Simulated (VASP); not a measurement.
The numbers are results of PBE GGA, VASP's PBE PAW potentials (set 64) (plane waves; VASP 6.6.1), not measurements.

Input for VASP

File POSCAR:
```
Cu
1
    0.0000000000     1.7887150000     1.7887150000
    1.7887150000     0.0000000000     1.7887150000
    1.7887150000     1.7887150000     0.0000000000
Cu
1
Direct
  0.0000000000   0.0000000000   0.0000000000
```

### KPOINTS
```
kpoints
0
gamma
  2 2 2
0 0 0
```

### INCAR
```
ALGO  =  Normal
EDIFF  =  1E-6
ENCUT  =  300
GGA  =  PE
ISIF  =  2
ISMEAR  =  -1
LASPH  =  T
LCHARG  =  F
LMAXMIX  =  4
LREAL  =  F
LWAVE  =  F
NELM  =  100
PREC  =  Accurate
SIGMA  =  0.1
SYSTEM  =  Cu
```

POTCAR, in this order: Cu (PBE.64 set). Program: vasp_std.

The resulting files:

OUTCAR:
```
 ion  position               nearest neighbor table
   1  0.000  0.000  0.000-
  LATTYP: Found a face centered cubic cell.
 ALAT       =     3.5774300000
 Subroutine PRICEL returns:
 Original cell was already a primitive cell.
 Subroutine GETGRP returns: Found 48 space group operations
The static configuration has the point symmetry O_h .
The dynamic configuration has the point symmetry O_h .
 Subroutine INISYM returns: Found 48 space group operations
 Subroutine IBZKPT returns following result:
 Found      3 irreducible k-points:

 Following reciprocal coordinates:
            Coordinates               Weight
  0.000000  0.000000  0.000000      1.000000
  0.500000  0.000000  0.000000      4.000000
  0.500000  0.500000  0.000000      3.000000
   k-points           NKPTS =      3   k-points in BZ     NKDIM =      3   number of bands    NBANDS=      9
   number of dos      NEDOS =    301   number of ions     NIONS =      1
   total plane-waves  NPLWV =   2744
   dimension x,y,z NGX =    14 NGY =   14 NGZ =   14
   dimension x,y,z NGXF=    28 NGYF=   28 NGZF=   28
   ions per type =               1
   PREC   = accura    normal or accurate (medium, high low for compatibility)
...
```

### OSZICAR
```
       N       E                     dE             d eps       ncg     rms          rms(c)
DAV:   1     0.261626550375E+02    0.26163E+02   -0.40869E+03    54   0.138E+03
DAV:   2    -0.229208605697E+01   -0.28455E+02   -0.28068E+02    54   0.167E+02
DAV:   3    -0.247604964875E+01   -0.18396E+00   -0.18391E+00    73   0.176E+01
DAV:   4    -0.247652713121E+01   -0.47748E-03   -0.47743E-03    66   0.708E-01
DAV:   5    -0.247653005408E+01   -0.29229E-05   -0.29240E-05    73   0.417E-02    0.646E+00
DAV:   6    -0.194758326873E+01    0.52895E+00   -0.86248E+00    55   0.595E+01    0.325E+00
DAV:   7    -0.170427005182E+01    0.24331E+00   -0.14681E+00    54   0.239E+01    0.172E+00
DAV:   8    -0.183060092840E+01   -0.12633E+00   -0.86642E-01    55   0.175E+01    0.295E+00
DAV:   9    -0.167560143814E+01    0.15500E+00   -0.46942E-01    55   0.131E+01    0.600E-01
DAV:  10    -0.167401957882E+01    0.15819E-02   -0.16202E-02    56   0.245E+00    0.391E-01
DAV:  11    -0.167455677736E+01   -0.53720E-03   -0.11678E-02    55   0.209E+00    0.465E-01
DAV:  12    -0.167293188730E+01    0.16249E-02   -0.39047E-03    55   0.122E+00    0.162E-02
DAV:  13    -0.167297563285E+01   -0.43746E-04   -0.14207E-04    55   0.231E-01    0.824E-02
DAV:  14    -0.167292642757E+01    0.49205E-04   -0.11266E-04    55   0.208E-01    0.316E-03
DAV:  15    -0.167292475760E+01    0.16700E-05   -0.11446E-06    27   0.211E-02    0.617E-03
DAV:  16    -0.167292406310E+01    0.69450E-06   -0.12489E-06    27   0.229E-02
   1 F= -.16729241E+01 E0= -.16293703E+01  d E =-.871075E-01
```

### OUTCAR
```
------------------------ aborting loop because EDIFF is reached ----------------------------------------
  FORCE on cell =-STRESS in cart. coord.  units (eV):
  Direction    XX          YY          ZZ          XY          YZ          ZX
  --------------------------------------------------------------------------------------
  Total        2.0912508      2.0912508      2.0912508      0.0000000      0.0000000      0.0000000
  in kB      292.7273250    292.7273250    292.7273250      0.0000000      0.0000000      0.0000000
  external PRESSURE =     292.7273250 kB  Pullay stress =       0.0000000 kB
  volume of cell :       11.45
      direct lattice vectors                 reciprocal lattice vectors
     0.000000000  1.788715000  1.788715000    -0.279530277  0.279530277  0.279530277
     1.788715000  0.000000000  1.788715000     0.279530277 -0.279530277  0.279530277
     1.788715000  1.788715000  0.000000000     0.279530277  0.279530277 -0.279530277
 POSITION                                       TOTAL-FORCE (eV/Angst)
 -----------------------------------------------------------------------------------
      0.00000      0.00000      0.00000         0.000000      0.000000      0.000000
 -----------------------------------------------------------------------------------
    total drift:                               -0.000000     -0.000000     -0.000000
  FREE ENERGIE OF THE ION-ELECTRON SYSTEM (eV)
  ---------------------------------------------------
  free  energy   TOTEN  =        -1.6729240631 eV

  energy  without entropy=       -1.5858165477  energy(sigma->0) =       -1.62937031
```
(Selected blocks of OUTCAR.)

**OUTCAR**
```
 val. band max:        6.8878517346   @ k =   0.5000   0.0000   0.0000

 cond. band min:       9.4605418429   @ k =   0.5000   0.5000   0.0000


 Fermi energy:         7.0614486096

 k-point     1 :       0.0000    0.0000    0.0000
  band No.  band energies     occupation
      1      -1.6115      2.00000
      2       5.1132      2.00000
      3       5.1132      2.00000
      4       5.1132      2.00000
      5       6.0146      1.99994
      6       6.0146      1.99994
      7      30.8009      0.00000
      8      33.7359      0.00000
      9      33.7360      0.00000

 k-point     2 :       0.5000    0.0000    0.0000
  band No.  band energies     occupation
      1       2.8782      2.00000
      2       5.0829      2.00000
      3       5.0829      2.00000
      4       6.6124      1.97783
      5       6.6124      1.97782
      6       6.8879      1.70035
      7      12.0440      0.00000
      8      29.2791      0.00000
      9      30.5685      0.00000

 k-point     3 :       0.5000    0.5000    0.0000
  band No.  band energies     occupation
      1       3.1057      2.00000
      2       3.6066      2.00000
      3       6.6044      1.97951
      4       6.7602      1.90627
      5       6.7602      1.90626
      6       9.4605      0.00000
      7      15.4366      0.00000
      8      21.3234      0.00000
      9      21.3234      0.00000
```

At this cut-off the stress carries a Pulay error, which pulls relaxed volumes low.

The structure comes from a computed database's Cu entry; how it stands against other phases isn't given here. The cell was not relaxed at this level. The k-mesh is coarse (spacing up to 1.52 per Å, 2π included), so the numbers may not be converged in it. The run is one of a series of settings (KPOINTS 2×2×2 Γ-centred mesh against the base run), some of them coarse on purpose.
